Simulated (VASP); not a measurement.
Energy against volume of ZnF₂ (rutile). These are optB88-vdW, VASP's PBE PAW potentials (set 64) (plane waves; VASP 6.6.1) values and carry that method's errors. Settings: 520 eV cut-off, 5×5×7 Γ-centred mesh, Gaussian smearing of 0.050 eV, potentials Zn F.

Shape and ions are relaxed at each volume.

```json
[
 {"V (Å³/atom)": "11.548", "E (eV/atom)": "-1.61472"},
 {"V (Å³/atom)": "11.905", "E (eV/atom)": "-1.61964"},
 {"V (Å³/atom)": "12.262", "E (eV/atom)": "-1.61730"},
 {"V (Å³/atom)": "12.620", "E (eV/atom)": "-1.60903"}
]
```

Fit these four points and predict the energy of the run at 11.191 Å³/atom.

A cubic in V^(−2/3), the third-order Birch-Murnaghan form, passes through the four points with V0 = 11.96 Å³/atom and B0 = 106 GPa, and gives -1.6009 eV/atom there. The run gave -1.6011 eV/atom, -0.2 meV/atom from the fit; all five points give B0 = 105 GPa.

The compound is ZnF2 in the rutile structure. It was relaxed first.
